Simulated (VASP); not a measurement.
All values below come from PBEsol GGA, VASP's PBE PAW potentials (set 64) (plane waves; VASP 6.6.1).

Input for VASP

File KPOINTS:
```
Automatic mesh
0
Gamma
12 12 12
0 0 0
```

INCAR:
```
# general
SYSTEM   =  TiCo
PREC     =  Accurate
ENCUT    =  520
LREAL    =  F   # projection in real space or not
LASPH    =  T   # aspherical one-centre terms

# electronic loop
EDIFF    =  1E-7
NELM     =  100
ALGO     =  Normal   # blocked Davidson
LMAXMIX  =  4   # l cut-off of mixed one-centre charges

# smearing
ISMEAR   =  1   # Methfessel-Paxton
SIGMA    =  0.1   # width (eV)

# functional
GGA      =  PS

# ions
ISIF     =  2   # forces and stress, cell fixed

# output
LWAVE    =  F
LCHARG   =  F
```

### POSCAR
```
TiCo
1
    2.9012484350     0.0000000000     0.0000000000
    0.0000000000     2.9012484350     0.0000000000
    0.0000000000     0.0000000000     2.9012484350
Ti Co
1 1
Direct
  0.0000000000   0.0000000000   0.0000000000
  0.5000000000   0.5000000000   0.5000000000
```

POTCAR, in this order: Ti_sv Co (PBE.64 set). Program: vasp_std.

The resulting files:

### OSZICAR
```
       N       E                     dE             d eps       ncg     rms          rms(c)
DAV:   1     0.149656928955E+03    0.14966E+03   -0.10444E+04  2368   0.191E+03
DAV:   2    -0.996920435890E+01   -0.15963E+03   -0.15698E+03  2376   0.413E+02
DAV:   3    -0.190562255009E+02   -0.90870E+01   -0.90207E+01  3800   0.107E+02
DAV:   4    -0.193074768833E+02   -0.25125E+00   -0.25044E+00  2834   0.149E+01
DAV:   5    -0.193176186104E+02   -0.10142E-01   -0.10141E-01  3474   0.274E+00    0.154E+01
DAV:   6    -0.180198073144E+02    0.12978E+01   -0.18716E+01  2508   0.663E+01    0.984E+00
DAV:   7    -0.184856799169E+02   -0.46587E+00   -0.25909E+01  3682   0.556E+01    0.174E+01
DAV:   8    -0.168738169043E+02    0.16119E+01   -0.10982E+01  3472   0.344E+01    0.179E+00
DAV:   9    -0.168882838338E+02   -0.14467E-01   -0.35812E-01  3478   0.635E+00    0.185E+00
DAV:  10    -0.168760185748E+02    0.12265E-01   -0.77718E-02  3424   0.366E+00    0.484E-01
DAV:  11    -0.168743092086E+02    0.17094E-02   -0.93592E-03  3176   0.114E+00    0.219E-01
DAV:  12    -0.168739663728E+02    0.34284E-03   -0.16985E-03  3666   0.434E-01    0.486E-02
DAV:  13    -0.168739424888E+02    0.23884E-04   -0.85332E-05  2846   0.104E-01    0.331E-02
DAV:  14    -0.168739346004E+02    0.78883E-05   -0.39396E-05  3426   0.648E-02    0.504E-03
DAV:  15    -0.168739345222E+02    0.78226E-07   -0.13707E-06  2904   0.162E-02    0.147E-03
DAV:  16    -0.168739345819E+02   -0.59704E-07   -0.44832E-08  1494   0.278E-03
   1 F= -.16873935E+02 E0= -.16873510E+02  d E =-.127331E-02
```

File OUTCAR:
```
------------------------ aborting loop because EDIFF is reached ----------------------------------------
  FORCE on cell =-STRESS in cart. coord.  units (eV):
  Direction    XX          YY          ZZ          XY          YZ          ZX
  --------------------------------------------------------------------------------------
  Total        0.9260098      0.9260098      0.9260098      0.0000000      0.0000000      0.0000000
  in kB       60.7535138     60.7535138     60.7535138      0.0000000      0.0000000      0.0000000
  external PRESSURE =      60.7535138 kB  Pullay stress =       0.0000000 kB
  volume of cell :       24.42
      direct lattice vectors                 reciprocal lattice vectors
     2.901248435  0.000000000  0.000000000     0.344679204  0.000000000  0.000000000
     0.000000000  2.901248435  0.000000000     0.000000000  0.344679204  0.000000000
     0.000000000  0.000000000  2.901248435     0.000000000  0.000000000  0.344679204
 POSITION                                       TOTAL-FORCE (eV/Angst)
 -----------------------------------------------------------------------------------
      0.00000      0.00000      0.00000         0.000000      0.000000      0.000000
      1.45062      1.45062      1.45062         0.000000      0.000000      0.000000
 -----------------------------------------------------------------------------------
    total drift:                                0.000000      0.000000     -0.000000
  FREE ENERGIE OF THE ION-ELECTRON SYSTEM (eV)
  ---------------------------------------------------
  free  energy   TOTEN  =       -16.8739345819 eV

  energy  without entropy=      -16.8726612749  energy(sigma->0) =      -16.87351015
```
(Selected blocks of OUTCAR.)

The compound is TiCo in the CsCl type structure. This cell is one point of a volume scan, at 0.97 of the reference volume. The run is not spin-polarised, so no magnetic state was tried. The electron count is odd and the run is not spin-polarised, which forces a metal.
